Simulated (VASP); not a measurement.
Method: PBE GGA, VASP's PBE PAW potentials (set 64) (plane waves; VASP 6.6.1).

The input files of a VASP run:

**INCAR**
```
SYSTEM = Zn35FO35
PREC = Normal
ENCUT = 400
EDIFF = 1E-5
NELM = 100
ALGO = Fast
LREAL = Auto
LASPH = .TRUE.
ISMEAR = 0
SIGMA = 0.05
GGA = PE
LMAXMIX = 4
LWAVE = .TRUE.
LCHARG = .FALSE.
NELMIN = 4
ISYM = 0
NELECT = 636.0
ISPIN = 2
NUPDOWN = 2
MAGMOM = 71*0.0282
LORBIT = 10
IBRION = 2
ISIF = 2
NSW = 70
EDIFFG = -0.03
```

POSCAR:
```
Zn35FO35
1
    4.9323206973    -8.5430314063     0.0000000000
    4.9323206973     8.5430314063     0.0000000000
    0.0000000000     0.0000000000    10.5847754337
Zn O F
35 35 1
Direct
  0.2222220000   0.1111110000   0.2500000000
  0.1111110000   0.2222220000   0.0000000000
  0.2222220000   0.1111110000   0.7500000000
  0.1111110000   0.2222220000   0.5000000000
  0.2222220000   0.4444440000   0.2500000000
  0.1111110000   0.5555560000   0.0000000000
  0.2222220000   0.4444440000   0.7500000000
  0.1111110000   0.5555560000   0.5000000000
  0.2222220000   0.7777780000   0.2500000000
  0.1111110000   0.8888890000   0.0000000000
  0.2222220000   0.7777780000   0.7500000000
  0.1111110000   0.8888890000   0.5000000000
  0.5555560000   0.1111110000   0.2500000000
  0.4444440000   0.2222220000   0.0000000000
  0.5555560000   0.1111110000   0.7500000000
  0.5555560000   0.4444440000   0.2500000000
  0.4444440000   0.5555560000   0.0000000000
  0.5555560000   0.4444440000   0.7500000000
  0.4444440000   0.5555560000   0.5000000000
  0.5555560000   0.7777780000   0.2500000000
  0.4444440000   0.8888890000   0.0000000000
  0.5555560000   0.7777780000   0.7500000000
  0.4444440000   0.8888890000   0.5000000000
  0.8888890000   0.1111110000   0.2500000000
  0.7777780000   0.2222220000   0.0000000000
  0.8888890000   0.1111110000   0.7500000000
  0.7777780000   0.2222220000   0.5000000000
  0.8888890000   0.4444440000   0.2500000000
  0.7777780000   0.5555560000   0.0000000000
  0.8888890000   0.4444440000   0.7500000000
  0.7777780000   0.5555560000   0.5000000000
  0.8888890000   0.7777780000   0.2500000000
  0.7777780000   0.8888890000   0.0000000000
  0.8888890000   0.7777780000   0.7500000000
  0.7777780000   0.8888890000   0.5000000000
  0.2228780000   0.1087840000   0.4370080000
  0.1111110000   0.2222220000   0.1910000000
  0.2222220000   0.1111110000   0.9410000000
  0.1111110000   0.2222220000   0.6910000000
  0.2222220000   0.4444440000   0.4410000000
  0.1111110000   0.5555560000   0.1910000000
  0.2222220000   0.4444440000   0.9410000000
  0.1111110000   0.5555560000   0.6910000000
  0.2222220000   0.7777780000   0.4410000000
  0.1111110000   0.8888890000   0.1910000000
  0.2222220000   0.7777780000   0.9410000000
  0.1111110000   0.8888890000   0.6910000000
  0.5559120000   0.1106390000   0.4432530000
  0.4444440000   0.2222220000   0.1910000000
  0.5555560000   0.1111110000   0.9410000000
  0.4460980000   0.2213810000   0.6871910000
  0.4444440000   0.5555560000   0.1910000000
  0.5555560000   0.4444440000   0.9410000000
  0.4444440000   0.5555560000   0.6910000000
  0.5555560000   0.7777780000   0.4410000000
  0.4444440000   0.8888890000   0.1910000000
  0.5555560000   0.7777780000   0.9410000000
  0.4444440000   0.8888890000   0.6910000000
  0.8888890000   0.1111110000   0.4410000000
  0.7777780000   0.2222220000   0.1910000000
  0.8888890000   0.1111110000   0.9410000000
  0.7777780000   0.2222220000   0.6910000000
  0.8888890000   0.4444440000   0.4410000000
  0.7777780000   0.5555560000   0.1910000000
  0.8888890000   0.4444440000   0.9410000000
  0.7777780000   0.5555560000   0.6910000000
  0.8888890000   0.7777780000   0.4410000000
  0.7777780000   0.8888890000   0.1910000000
  0.8888890000   0.7777780000   0.9410000000
  0.7777780000   0.8888890000   0.6910000000
  0.5596100000   0.4456830000   0.4371690000
```

KPOINTS:
```
Regular mesh
0
Gamma
  1 1 1
0 0 0
```

POTCAR, in this order: Zn O F (PBE.64 set). Program: vasp_gam.

What VASP printed:

**OSZICAR**
```
...
RMM:   6    -0.313977845697E+03    0.24676E-03   -0.97809E-04  1532   0.590E-02    0.111E-01
RMM:   7    -0.313977874204E+03   -0.28507E-04   -0.30083E-04  1485   0.322E-02    0.519E-02
RMM:   8    -0.313977881561E+03   -0.73562E-05   -0.69129E-05  1180   0.156E-02
   8 F= -.31397788E+03 E0= -.31396493E+03  d E =-.232041E-01  mag=     2.0000
       N       E                     dE             d eps       ncg     rms          rms(c)
DAV:   1    -0.313942129388E+03    0.35745E-01   -0.12617E+01  1624   0.629E+00    0.635E-01
RMM:   2    -0.313980081692E+03   -0.37952E-01   -0.39802E-01  1546   0.103E+00    0.402E-01
RMM:   3    -0.313980881105E+03   -0.79941E-03   -0.37867E-02  1551   0.383E-01    0.255E-01
RMM:   4    -0.313980894482E+03   -0.13377E-04   -0.46568E-03  1554   0.135E-01    0.175E-01
RMM:   5    -0.313980623556E+03    0.27093E-03   -0.14086E-03  1530   0.684E-02    0.141E-01
RMM:   6    -0.313980529907E+03    0.93650E-04   -0.37218E-04  1523   0.366E-02    0.716E-02
RMM:   7    -0.313980539873E+03   -0.99669E-05   -0.11188E-04  1312   0.198E-02    0.280E-02
RMM:   8    -0.313980544905E+03   -0.50318E-05   -0.26812E-05  1013   0.956E-03
   9 F= -.31398054E+03 E0= -.31396768E+03  d E =-.258674E-01  mag=     2.0000
       N       E                     dE             d eps       ncg     rms          rms(c)
DAV:   1    -0.313967771933E+03    0.12768E-01   -0.78516E+00  1584   0.532E+00    0.544E-01
RMM:   2    -0.313989616850E+03   -0.21845E-01   -0.23224E-01  1546   0.900E-01    0.344E-01
RMM:   3    -0.313990432768E+03   -0.81592E-03   -0.24844E-02  1548   0.332E-01    0.197E-01
RMM:   4    -0.313990438065E+03   -0.52967E-05   -0.31374E-03  1553   0.119E-01    0.196E-01
RMM:   5    -0.313990251852E+03    0.18621E-03   -0.69231E-04  1533   0.560E-02    0.973E-02
RMM:   6    -0.313990222368E+03    0.29484E-04   -0.32334E-04  1525   0.314E-02    0.434E-02
RMM:   7    -0.313990228448E+03   -0.60797E-05   -0.57892E-05  1160   0.149E-02
  10 F= -.31399023E+03 E0= -.31397767E+03  d E =-.968354E-02  mag=     2.0000
       N       E                     dE             d eps       ncg     rms          rms(c)
DAV:   1    -0.313987749911E+03    0.24725E-02   -0.96455E-01  1680   0.186E+00    0.199E-01
RMM:   2    -0.313990451878E+03   -0.27020E-02   -0.28830E-02  1553   0.318E-01    0.123E-01
RMM:   3    -0.313990558712E+03   -0.10683E-03   -0.30978E-03  1549   0.118E-01    0.650E-02
RMM:   4    -0.313990562267E+03   -0.35543E-05   -0.38628E-04  1537   0.416E-02    0.603E-02
RMM:   5    -0.313990548337E+03    0.13930E-04   -0.84529E-05  1310   0.194E-02    0.345E-02
RMM:   6    -0.313990545389E+03    0.29474E-05   -0.30901E-05  1039   0.101E-02
  11 F= -.31399055E+03 E0= -.31397811E+03  d E =-.100005E-01  mag=     2.0000
       N       E                     dE             d eps       ncg     rms          rms(c)
DAV:   1    -0.313990466298E+03    0.82039E-04   -0.51293E-02  1712   0.429E-01    0.396E-02
RMM:   2    -0.313990609984E+03   -0.14369E-03   -0.15160E-03  1553   0.732E-02    0.267E-02
RMM:   3    -0.313990613883E+03   -0.38991E-05   -0.15807E-04  1456   0.269E-02    0.171E-02
RMM:   4    -0.313990613181E+03    0.70294E-06   -0.19796E-05   933   0.964E-03
  12 F= -.31399061E+03 E0= -.31397814E+03  d E =-.100683E-01  mag=     2.0000
       N       E                     dE             d eps       ncg     rms          rms(c)
DAV:   1    -0.313988051488E+03    0.25624E-02   -0.23164E+00  1552   0.293E+00    0.279E-01
RMM:   2    -0.313993619577E+03   -0.55681E-02   -0.58970E-02  1549   0.478E-01    0.190E-01
RMM:   3    -0.313993886613E+03   -0.26704E-03   -0.68588E-03  1555   0.180E-01    0.125E-01
RMM:   4    -0.313993874288E+03    0.12324E-04   -0.81222E-04  1543   0.639E-02    0.940E-02
RMM:   5    -0.313993815827E+03    0.58461E-04   -0.18534E-04  1484   0.303E-02    0.425E-02
RMM:   6    -0.313993814833E+03    0.99382E-06   -0.73693E-05  1323   0.158E-02
  13 F= -.31399381E+03 E0= -.31398136E+03  d E =-.320165E-02  mag=     2.0000
       N       E                     dE             d eps       ncg     rms          rms(c)
DAV:   1    -0.313991338733E+03    0.24771E-02   -0.11836E+00  1584   0.209E+00    0.210E-01
RMM:   2    -0.313994166070E+03   -0.28273E-02   -0.30042E-02  1553   0.341E-01    0.142E-01
RMM:   3    -0.313994308940E+03   -0.14287E-03   -0.35246E-03  1558   0.129E-01    0.938E-02
RMM:   4    -0.313994304229E+03    0.47106E-05   -0.42423E-04  1542   0.461E-02    0.664E-02
RMM:   5    -0.313994278827E+03    0.25402E-04   -0.97670E-05  1394   0.218E-02    0.313E-02
RMM:   6    -0.313994278246E+03    0.58132E-06   -0.34391E-05  1059   0.111E-02
  14 F= -.31399428E+03 E0= -.31398184E+03  d E =-.366507E-02  mag=     2.0000
       N       E                     dE             d eps       ncg     rms          rms(c)
DAV:   1    -0.313991976104E+03    0.23027E-02   -0.18618E+00  1576   0.256E+00    0.225E-01
RMM:   2    -0.313995665446E+03   -0.36893E-02   -0.39095E-02  1553   0.378E-01    0.169E-01
RMM:   3    -0.313995815286E+03   -0.14984E-03   -0.44689E-03  1544   0.139E-01    0.108E-01
RMM:   4    -0.313995800261E+03    0.15025E-04   -0.55013E-04  1547   0.499E-02    0.696E-02
RMM:   5    -0.313995763508E+03    0.36753E-04   -0.17192E-04  1460   0.256E-02    0.472E-02
RMM:   6    -0.313995756993E+03    0.65147E-05   -0.54413E-05  1163   0.140E-02
  15 F= -.31399576E+03 E0= -.31398328E+03  d E =-.147875E-02  mag=     2.0000
       N       E                     dE             d eps       ncg     rms          rms(c)
DAV:   1    -0.313995195535E+03    0.56797E-03   -0.31305E-01  1592   0.105E+00    0.981E-02
RMM:   2    -0.313995814363E+03   -0.61883E-03   -0.65858E-03  1554   0.155E-01    0.755E-02
RMM:   3    -0.313995840365E+03   -0.26001E-04   -0.76478E-04  1541   0.574E-02    0.451E-02
RMM:   4    -0.313995838653E+03    0.17119E-05   -0.94373E-05  1373   0.207E-02
  16 F= -.31399584E+03 E0= -.31398334E+03  d E =-.156041E-02  mag=     2.0000
       N       E                     dE             d eps       ncg     rms          rms(c)
DAV:   1    -0.313994527479E+03    0.13129E-02   -0.12403E+00  1568   0.210E+00    0.176E-01
RMM:   2    -0.313996792615E+03   -0.22651E-02   -0.23809E-02  1554   0.302E-01    0.123E-01
RMM:   3    -0.313996938143E+03   -0.14553E-03   -0.29776E-03  1550   0.112E-01    0.904E-02
RMM:   4    -0.313996931383E+03    0.67606E-05   -0.36008E-04  1544   0.403E-02    0.580E-02
RMM:   5    -0.313996909937E+03    0.21446E-04   -0.89512E-05  1337   0.194E-02    0.378E-02
RMM:   6    -0.313996906752E+03    0.31851E-05   -0.40970E-05  1066   0.112E-02
  17 F= -.31399691E+03 E0= -.31398445E+03  d E =-.106810E-02  mag=     2.0000
       N       E                     dE             d eps       ncg     rms          rms(c)
DAV:   1    -0.313996014418E+03    0.89552E-03   -0.51979E-01  1568   0.136E+00    0.121E-01
RMM:   2    -0.313996981235E+03   -0.96682E-03   -0.10137E-02  1554   0.196E-01    0.916E-02
RMM:   3    -0.313997037422E+03   -0.56187E-04   -0.12725E-03  1549   0.732E-02    0.610E-02
RMM:   4    -0.313997036186E+03    0.12362E-05   -0.15137E-04  1469   0.262E-02    0.358E-02
RMM:   5    -0.313997033252E+03    0.29335E-05   -0.48558E-05  1115   0.135E-02
  18 F= -.31399703E+03 E0= -.31398461E+03  d E =-.119460E-02  mag=     2.0000
       N       E                     dE             d eps       ncg     rms          rms(c)
DAV:   1    -0.313994885353E+03    0.21508E-02   -0.13785E+00  1552   0.220E+00    0.187E-01
RMM:   2    -0.313997531130E+03   -0.26458E-02   -0.28019E-02  1548   0.326E-01    0.117E-01
RMM:   3    -0.313997711739E+03   -0.18061E-03   -0.34954E-03  1548   0.121E-01    0.857E-02
RMM:   4    -0.313997710182E+03    0.15570E-05   -0.41182E-04  1551   0.426E-02    0.625E-02
RMM:   5    -0.313997679808E+03    0.30374E-04   -0.91581E-05  1346   0.203E-02    0.354E-02
RMM:   6    -0.313997676651E+03    0.31568E-05   -0.47007E-05  1108   0.120E-02
  19 F= -.31399768E+03 E0= -.31398524E+03  d E =-.643399E-03  mag=     2.0000
```

### OUTCAR
```
------------------------ aborting loop because EDIFF is reached ----------------------------------------
  FORCE on cell =-STRESS in cart. coord.  units (eV):
  Direction    XX          YY          ZZ          XY          YZ          ZX
  --------------------------------------------------------------------------------------
  Total      -28.4849858    -28.3854903    -31.3663132      0.3304876     -0.1029038     -0.1654826
  in kB      -51.1624857    -50.9837797    -56.3376988      0.5935957     -0.1848276     -0.2972268
  external PRESSURE =     -52.8279881 kB  Pullay stress =       0.0000000 kB
  volume of cell :      892.02
      direct lattice vectors                 reciprocal lattice vectors
     4.932320697 -8.543031406  0.000000000     0.101372159 -0.058527234  0.000000000
     4.932320697  8.543031406  0.000000000     0.101372159  0.058527234  0.000000000
     0.000000000  0.000000000 10.584775434     0.000000000  0.000000000  0.094475316
  FREE ENERGIE OF THE ION-ELECTRON SYSTEM (eV)
  ---------------------------------------------------
  free  energy   TOTEN  =      -313.9976766512 eV

  energy  without entropy=     -313.9728012392  energy(sigma->0) =     -313.98523895

 total charge

# of ion       s       p       d       tot
------------------------------------------
    1        0.445   0.465   9.877  10.787
    2        0.442   0.459   9.886  10.787
    3        0.445   0.467   9.881  10.793
    4        0.450   0.475   9.878  10.803
    5        0.440   0.455   9.887  10.781
    6        0.439   0.454   9.886  10.779
    7        0.439   0.453   9.885  10.778
    8        0.441   0.456   9.886  10.783
    9        0.440   0.455   9.885  10.780
   10        0.442   0.459   9.886  10.787
   11        0.439   0.453   9.884  10.776
   12        0.447   0.470   9.880  10.797
   13        0.445   0.465   9.877  10.787
   14        0.435   0.444   9.883  10.762
   15        0.445   0.467   9.881  10.793
   16        0.436   0.435   9.888  10.760
   17        0.442   0.458   9.887  10.787
   18        0.445   0.467   9.883  10.795
   19        0.440   0.441   9.890  10.771
   20        0.438   0.452   9.885  10.775
   21        0.442   0.459   9.886  10.787
   22        0.440   0.455   9.885  10.780
   23        0.447   0.470   9.880  10.797
   24        0.438   0.451   9.882  10.771
   25        0.442   0.460   9.886  10.787
   26        0.440   0.456   9.885  10.781
   27        0.450   0.474   9.878  10.802
   28        0.440   0.455   9.887  10.782
   29        0.442   0.459   9.887  10.787
   30        0.439   0.453   9.885  10.778
   31        0.440   0.442   9.890  10.772
   32        0.438   0.452   9.885  10.776
   33        0.438   0.452   9.885  10.776
   34        0.440   0.455   9.885  10.780
   35        0.438   0.451   9.882  10.770
   36        1.581   3.419   0.000   5.000
   37        1.573   3.450   0.000   5.023
   38        1.574   3.453   0.000   5.026
   39        1.571   3.454   0.000   5.025
   40        1.571   3.458   0.000   5.029
   41        1.571   3.455   0.000   5.027
   42        1.571   3.456   0.000   5.027
   43        1.572   3.452   0.000   5.024
   44        1.571   3.452   0.000   5.023
   45        1.572   3.454   0.000   5.026
   46        1.571   3.454   0.000   5.025
   47        1.571   3.454   0.000   5.025
   48        1.581   3.419   0.000   5.000
   49        1.571   3.450   0.000   5.022
   50        1.574   3.453   0.000   5.026
   51        1.575   3.441   0.000   5.017
   52        1.571   3.457   0.000   5.028
   53        1.574   3.449   0.000   5.023
   54        1.571   3.455   0.000   5.026
   55        1.574   3.452   0.000   5.026
   56        1.572   3.454   0.000   5.026
   57        1.571   3.456   0.000   5.027
   58        1.571   3.453   0.000   5.025
   59        1.577   3.436   0.000   5.013
   60        1.573   3.451   0.000   5.023
   61        1.571   3.455   0.000   5.027
   62        1.571   3.454   0.000   5.025
   63        1.571   3.459   0.000   5.030
   64        1.571   3.457   0.000   5.028
   65        1.571   3.456   0.000   5.028
   66        1.571   3.456   0.000   5.026
   67        1.574   3.452   0.000   5.026
   68        1.571   3.454   0.000   5.025
   69        1.571   3.456   0.000   5.027
   70        1.571   3.455   0.000   5.026
   71        1.772   4.356   0.000   6.128
--------------------------------------------------
tot         72.261 141.141 345.941 559.344

 magnetization (x)

# of ion       s       p       d       tot
------------------------------------------
    1       -0.003  -0.002   0.027   0.021
    2       -0.002  -0.000   0.012   0.010
    3       -0.002  -0.000   0.022   0.019
    4       -0.004  -0.000   0.031   0.027
    5       -0.001  -0.001   0.008   0.007
    6       -0.001  -0.000   0.008   0.006
    7       -0.001  -0.000   0.009   0.007
    8       -0.001  -0.001   0.008   0.006
    9       -0.001  -0.001   0.009   0.007
   10       -0.001  -0.000   0.011   0.009
...
```
(Selected blocks of OUTCAR.)

### CONTCAR
```
Zn35FO35
   1.00000000000000
     4.9323206972999998   -8.5430314063000008    0.0000000000000000
     4.9323206972999998    8.5430314063000008    0.0000000000000000
     0.0000000000000000    0.0000000000000000   10.5847754337000008
  Zn              O               F
    35    35     1
Direct
     0.2241524503193909    0.1119091589830269    0.2519545880158675
     0.1107668314688481    0.2211872357902040    0.0002979052575091
     0.2239960587818131    0.1109195366042467    0.7475744031953997
     0.1132873366797120    0.2202790959997815    0.5017765901310645
     0.2212116606448459    0.4429728937777872    0.2502693618780398
     0.1112899715593344    0.5557264449781766    0.0016488102427355
     0.2214864816326383    0.4432586199480204    0.7519121039450262
     0.1107252713034442    0.5545705718712503    0.5010415096894733
     0.2224689111887077    0.7781349235351748    0.2510392519243146
     0.1113025677735615    0.8886638180352784    0.0009145757340439
     0.2224008138177214    0.7779519357780879    0.7504132138137878
     0.1147848509903780    0.8925244919168436    0.4996877983106123
     0.5546138340479252    0.1119345655676599    0.2520385622079254
     0.4432883846065855    0.2198445797358748    0.9924856683638704
     0.5539486522459165    0.1109544541940135    0.7477290790105345
     0.5544162922023667    0.4418419608947973    0.2340355379529598
     0.4438484306875716    0.5565664341516929    0.0002307073588705
     0.5541728107877543    0.4414357281212169    0.7508772166849411
     0.4359404130279794    0.5615186360340412    0.5055900125902515
     0.5554670239936239    0.7789410022952823    0.2514809921442550
     0.4441790275431384    0.8887151112079696    0.0009052987980444
     0.5563759594446488    0.7788528808619021    0.7513649288519944
     0.4447024769091082    0.8925856115813525    0.4996371744981760
     0.8894230570649535    0.1120196885971551    0.2516579628330750
     0.7772703943540474    0.2212745423390441    0.0003796234950980
     0.8886754705336035    0.1105208754229727    0.7507501003743943
     0.7741107953427542    0.2203457441416129    0.5017068143913157
     0.8887341988359214    0.4430410133950494    0.2502504719040835
     0.7796792206198963    0.5565937585280719    0.0002572283615267
     0.8887769099959082    0.4433380802487360    0.7519211031919589
     0.7926546302131618    0.5616536227207056    0.5056070933602012
     0.8902859370814433    0.7790118608739138    0.2515018068762376
     0.7780074457404166    0.8891371298767492    0.0018521826512492
     0.8893054074120342    0.7788328039027634    0.7513437836025121
     0.7780572897399012    0.8892861766512244    0.4996709109745727
     0.2017665768204869    0.1012731886151868    0.4332730681273501
     0.1107069091304742    0.2220942805323755    0.1892266778764422
     0.2188296611142997    0.1089739304652624    0.9402407475074807
     0.1106337006378790    0.2220961522105382    0.6907124564037378
     0.2212974513634284    0.4427066763956007    0.4403080998171148
     0.1111035665141940    0.5552755216114539    0.1913488465557703
     0.2220652297384082    0.4443566897553093    0.9408843264322063
     0.1108622127392380    0.5547768102177455    0.6905223284284355
     0.2215363927380716    0.7761419253549774    0.4412350660919933
     0.1109961373279987    0.8876988773334715    0.1895634209857378
     0.2219689929329476    0.7770886921799488    0.9398193499016627
     0.1100736491882250    0.8874238043692020    0.6896249819034530
     0.5665244504715523    0.1013497279990454    0.4333279072813692
     0.4433493269100237    0.2199333443030868    0.1857271370206399
     0.5570281339423649    0.1091046482051730    0.9403374230051922
     0.4445328223910009    0.2220959168332132    0.7127794295486133
     0.4437540447480279    0.5557230367822481    0.1910948377132295
     0.5570759708055986    0.4471257807070870    0.9438892123463805
     0.4449885376759933    0.5552524770859649    0.6914009366384218
     0.5552922185181477    0.7767292257626277    0.4408871464356411
     0.4434801524856756    0.8877333247933400    0.1895894952748621
     0.5560743695608027    0.7779135319533308    0.9405396123470275
     0.4442114372739808    0.8874806975024614    0.6896401465395967
     0.8896936233204760    0.1122816486113084    0.4413197918530662
     0.7782071796938349    0.2221535356870699    0.1892790179184289
     0.8887132842667473    0.1106502035693092    0.9400634795566529
     0.7784251873151026    0.2222263617346762    0.6906992259474950
     0.8883994669670706    0.4428280451222845    0.4402550973284413
     0.7788917861653597    0.5557971515752126    0.1910774746588111
     0.8892311055465204    0.4443901714787340    0.9408988619342002
     0.7771634340549231    0.5552356546987158    0.6914029180393529
     0.8884095489709077    0.7768596182302607    0.4408845909293315
     0.7779202734780610    0.8890682584406361    0.1917816042002863
     0.8886965790920268    0.7779075492832871    0.9405084499514799
     0.7776981193761600    0.8885852776549534    0.6897146264567070
     0.5688671981329317    0.4707002743832212    0.4309588344275400
```

At this cut-off the stress carries a Pulay error, which pulls relaxed volumes low. The cell is charged, with a uniform compensating background. The supercell is sampled at Γ alone, which is coarse: total energies, pressure and levels can be off, energies of defects by several tenths of an eV.

The cell is a supercell with a defect, built from ZnO (wurtzite): F_O-vac_Zn, charge +1.
